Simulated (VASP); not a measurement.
CsPbCl₃ (cubic perovskite) relaxed at rising pressure, in one space group throughout; other phases were not tried. The pressures are those reached. These are PBE GGA, VASP's PBE PAW potentials (set 64) (plane waves; VASP 6.6.1) values and carry that method's errors.

| P (GPa) | V (Å³/atom) | k-mesh |
|---|---|---|
| 0.06 | 37.642 | 4×4×4 |
| 4.99 | 32.272 | 4×4×4 |
| 9.97 | 29.361 | 4×4×4 |
| 20.00 | 25.736 | 6×6×6 |
| 29.93 | 23.583 | 6×6×6 |

A change of mesh leaves a small step in the series.

### Question
Fit an equation of state and predict the volume at 45.00 GPa.

### Answer
Least squares on the third-order Birch-Murnaghan form, P = (3B0/2)(y⁷ − y⁵)[1 + (3/4)(B′ − 4)(y² − 1)] with y = (V0/V)^(1/3), gives V0 = 37.757 Å³/atom, B0 = 23 GPa and B′ = 4.3, and so 21.367 Å³/atom. The run gave 21.319 Å³/atom, -0.2 % from the fit.

Pressures at which the relaxation failed are left out.

The compound is CsPbCl3 in the cubic perovskite structure, the ideal cubic form; the compound distorts at low or room temperature.
